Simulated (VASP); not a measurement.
Level of theory: AM05 GGA, VASP's PBE PAW potentials (set 64) (plane waves; VASP 6.6.1).

VASP ran on this input.

INCAR:
```
SYSTEM = CsPbBr3
PREC = Accurate
ENCUT = 520
EDIFF = 1E-7
NELM = 100
ALGO = Normal
LREAL = .FALSE.
LASPH = .TRUE.
ISMEAR = 0
SIGMA = 0.05
GGA = AM
LMAXMIX = 4
LWAVE = .FALSE.
LCHARG = .FALSE.
ISIF = 2
```

### KPOINTS
```
Regular mesh
0
gamma
  4 4 4
0 0 0
```

**POSCAR**
```
CsPbBr3
12.007470
  0.4999999839   0.0000000000   0.0000000000
  0.0000000000   0.4999999839   0.0000000000
  0.0000000000   0.0000000000   0.4999999839
Cs Pb Br
1 1 3
Cartesian
  0.0000000000   0.0000000000   0.0000000000
  0.2499999920   0.2499999920   0.2499999920
  0.2499999920   0.0000000000   0.2499999920
  0.0000000000   0.2499999920   0.2499999920
  0.2499999920   0.2499999920   0.0000000000
```

POTCAR, in this order: Cs_sv Pb_d Br (PBE.64 set). Program: vasp_std.

The resulting files:

**OUTCAR**
```
 ion  position               nearest neighbor table
   1  0.000  0.000  0.000-
   2  0.500  0.500  0.500-   3 3.00   4 3.00   5 3.00   5 3.00   3 3.00   4 3.00
   3  0.500  0.000  0.500-   2 3.00   2 3.00
   4  0.000  0.500  0.500-   2 3.00   2 3.00
   5  0.500  0.500  0.000-   2 3.00   2 3.00
  LATTYP: Found a simple cubic cell.
 ALAT       =     6.0037348067
 Subroutine PRICEL returns:
 Original cell was already a primitive cell.
 Subroutine GETGRP returns: Found 48 space group operations
The static configuration has the point symmetry O_h .
The dynamic configuration has the point symmetry O_h .
 Subroutine INISYM returns: Found 48 space group operations
 Subroutine IBZKPT returns following result:
 Found     10 irreducible k-points:

 Following reciprocal coordinates:
            Coordinates               Weight
  0.000000  0.000000  0.000000      1.000000
  0.250000  0.000000  0.000000      6.000000
  0.500000  0.000000  0.000000      3.000000
  0.250000  0.250000  0.000000     12.000000
  0.500000  0.250000  0.000000     12.000000
  0.500000  0.500000  0.000000      3.000000
  0.250000  0.250000  0.250000      8.000000
  0.500000  0.250000  0.250000     12.000000
  0.500000  0.500000  0.250000      6.000000
  0.500000  0.500000  0.500000      1.000000
   k-points           NKPTS =     10   k-points in BZ     NKDIM =     10   number of bands    NBANDS=     26
   number of dos      NEDOS =    301   number of ions     NIONS =      5
   total plane-waves  NPLWV = 110592
   dimension x,y,z NGX =    48 NGY =   48 NGZ =   48
   dimension x,y,z NGXF=    96 NGYF=   96 NGZF=   96
   ions per type =               1   1   3
   PREC   = accura    normal or accurate (medium, high low for compatibility)
   ISTART =      0    job   : 0-new  1-cont  2-samecut
   ICHARG =      2    charge: 1-file 2-atom 10-const
   ISPIN  =      1    spin polarized calculation?
   LNONCOLLINEAR =      F non collinear calculations
   LSORBIT =      F    spin-orbit coupling
   INIWAV =      1    electr: 0-lowe 1-rand  2-diag
   ENCUT  =  520.0 eV  38.22 Ry    6.18 a.u.  11.16 11.16 11.16*2*pi/ulx,y,z
   NELM   =    100;   NELMIN=  2; NELMDL= -5     # of ELM steps
   EDIFF  = 0.1E-06   stopping-criterion for ELM
   LREAL  =      F    real-space projection
   NLSPLINE    = F    spline interpolate recip. space projectors
   LMAXMIX     =    4 max onsite mixed and CHGCAR
   VOSKOWN=      0    Vosko Wilk Nusair interpolation
   EDIFFG = 0.1E-05   stopping-criterion for IOM
   NSW    =      0    number of steps for IOM
   NBLOCK =      1;   KBLOCK =      1    inner block; outer block
   IBRION =     -1    ionic relax: 0-MD 1-quasi-New 2-CG
   NFREE  =      0    steps in history (QN), initial steepest desc. (CG)
   ISIF   =      2    stress and relaxation
   ISYM   =      2    0-nonsym 1-usesym 2-fastsym
   TEIN   =    0.0    initial temperature
   TEBEG  =    0.0;   TEEND  =   0.0 temperature during run
   SMASS  =  -3.00    Nose mass-parameter (am)
   PSTRESS=    0.0 pullay stress
   NELECT =      44.0000    total number of electrons
   EFERMI =   0.00;   METHOD = LEGACY
   ISMEAR =     0;   SIGMA  =   0.05  broadening in eV -4-tet -1-fermi 0-gaus
   IALGO  =     38    algorithm
   LDIAG  =      T    sub-space diagonalisation (order eigenvalues)
   IMIX   =      4    mixing-type and parameters
     AMIX     =   0.40;   BMIX     =  1.00
     AMIX_MAG =   1.60;   BMIX_MAG =  1.00
     AMIN     =   0.10
   GGA     = AM    functional components
   VOSKOWN =     0    Vosko Wilk Nusair interpolation
   LHFCALC =     F    Hartree Fock is set to
   LHFONE  =     F    Hartree Fock one center treatment
   AEXX    =    0.0000 exact exchange contribution
   IVDW    =     0    specifies the selected vdW correction
...
```

### OSZICAR
```
       N       E                     dE             d eps       ncg     rms          rms(c)
DAV:   1     0.396596481245E+03    0.39660E+03   -0.18689E+04   520   0.148E+03
DAV:   2     0.341855741139E+02   -0.36241E+03   -0.35363E+03   644   0.325E+02
DAV:   3    -0.144795412035E+02   -0.48665E+02   -0.48211E+02   630   0.129E+02
DAV:   4    -0.163986966899E+02   -0.19192E+01   -0.19128E+01   636   0.329E+01
DAV:   5    -0.164544865416E+02   -0.55790E-01   -0.55768E-01   664   0.490E+00    0.412E+00
DAV:   6    -0.158418700032E+02    0.61262E+00   -0.11435E+00   760   0.100E+01    0.226E+00
DAV:   7    -0.157958657618E+02    0.46004E-01   -0.54972E-01   744   0.402E+00    0.942E-01
DAV:   8    -0.158104302251E+02   -0.14564E-01   -0.67719E-02   646   0.219E+00    0.200E-01
DAV:   9    -0.158114723659E+02   -0.10421E-02   -0.12553E-02   694   0.816E-01    0.100E-01
DAV:  10    -0.158119680079E+02   -0.49564E-03   -0.11909E-03   582   0.214E-01    0.446E-02
DAV:  11    -0.158121852673E+02   -0.21726E-03   -0.39126E-04   578   0.122E-01    0.926E-03
DAV:  12    -0.158121907329E+02   -0.54656E-05   -0.37485E-05   730   0.605E-02    0.471E-03
DAV:  13    -0.158121922926E+02   -0.15596E-05   -0.37888E-06   608   0.129E-02    0.321E-03
DAV:  14    -0.158121926462E+02   -0.35363E-06   -0.93754E-07   602   0.993E-03    0.364E-04
DAV:  15    -0.158121926815E+02   -0.35279E-07   -0.43123E-08   400   0.175E-03
   1 F= -.15812193E+02 E0= -.15812193E+02  d E =-.211694E-17
```

File OUTCAR:
```
------------------------ aborting loop because EDIFF is reached ----------------------------------------
  FORCE on cell =-STRESS in cart. coord.  units (eV):
  Direction    XX          YY          ZZ          XY          YZ          ZX
  --------------------------------------------------------------------------------------
  Total       -0.6992371     -0.6992371     -0.6992371     -0.0000000     -0.0000000      0.0000000
  in kB       -5.1769088     -5.1769088     -5.1769088     -0.0000000     -0.0000000      0.0000000
  external PRESSURE =      -5.1769088 kB  Pullay stress =       0.0000000 kB
  volume of cell :      216.40
      direct lattice vectors                 reciprocal lattice vectors
     6.003734807  0.000000000  0.000000000     0.166562987  0.000000000  0.000000000
     0.000000000  6.003734807  0.000000000     0.000000000  0.166562987  0.000000000
     0.000000000  0.000000000  6.003734807     0.000000000  0.000000000  0.166562987
 POSITION                                       TOTAL-FORCE (eV/Angst)
 -----------------------------------------------------------------------------------
      0.00000      0.00000      0.00000         0.000000      0.000000      0.000000
      3.00187      3.00187      3.00187         0.000000      0.000000      0.000000
      3.00187      0.00000      3.00187         0.000000      0.000000      0.000000
      0.00000      3.00187      3.00187         0.000000      0.000000      0.000000
      3.00187      3.00187      0.00000         0.000000      0.000000      0.000000
 -----------------------------------------------------------------------------------
    total drift:                                0.000000     -0.000000     -0.000000
  FREE ENERGIE OF THE ION-ELECTRON SYSTEM (eV)
  ---------------------------------------------------
  free  energy   TOTEN  =       -15.8121926815 eV

  energy  without entropy=      -15.8121926815  energy(sigma->0) =      -15.81219268
```
(Selected blocks of OUTCAR.)

**OUTCAR**
```
 val. band max:        0.5338826055   @ k =   0.5000   0.5000   0.5000

 cond. band min:       2.2823709983   @ k =   0.5000   0.5000   0.5000


 Fermi energy:         0.8209783300

 k-point     1 :       0.0000    0.0000    0.0000
  band No.  band energies     occupation
      1     -20.7006      2.00000
      2     -16.0991      2.00000
      3     -16.0991      2.00000
      4     -15.9937      2.00000
      5     -15.9937      2.00000
      6     -15.9937      2.00000
      7     -13.7051      2.00000
      8     -13.1330      2.00000
      9     -13.1330      2.00000
     10      -7.4466      2.00000
     11      -7.4466      2.00000
     12      -7.4466      2.00000
     13      -6.3537      2.00000
     14      -3.2150      2.00000
     15      -3.2150      2.00000
     16      -3.2150      2.00000
     17      -1.1608      2.00000
     18      -1.1608      2.00000
     19      -1.1608      2.00000
     20      -1.0747      2.00000
     21      -1.0747      2.00000
     22      -1.0747      2.00000
     23       3.9478      0.00000
     24       5.1610      0.00000
     25       5.1610      0.00000
     26       5.8288      0.00000

 k-point     2 :       0.2500    0.0000    0.0000
  band No.  band energies     occupation
      1     -20.7003      2.00000
      2     -16.0991      2.00000
      3     -16.0782      2.00000
      4     -15.9940      2.00000
      5     -15.9940      2.00000
      6     -15.9937      2.00000
      7     -13.6472      2.00000
      8     -13.2279      2.00000
      9     -13.1323      2.00000
     10      -7.4437      2.00000
     11      -7.4426      2.00000
     12      -7.4426      2.00000
     13      -6.7004      2.00000
     14      -3.1722      2.00000
     15      -3.1722      2.00000
     16      -2.3789      2.00000
     17      -1.2218      2.00000
     18      -1.2218      2.00000
     19      -1.2144      2.00000
     20      -1.1217      2.00000
     21      -1.1217      2.00000
     22      -1.0777      2.00000
...
```

Unless said otherwise, spin-orbit coupling is left out, though it shifts the bands of the heavy elements here.

The compound is CsPbBr3 in the cubic perovskite structure, the ideal cubic form; the compound distorts at low or room temperature. This cell is one point of a volume scan, at 1.03 of the reference volume.
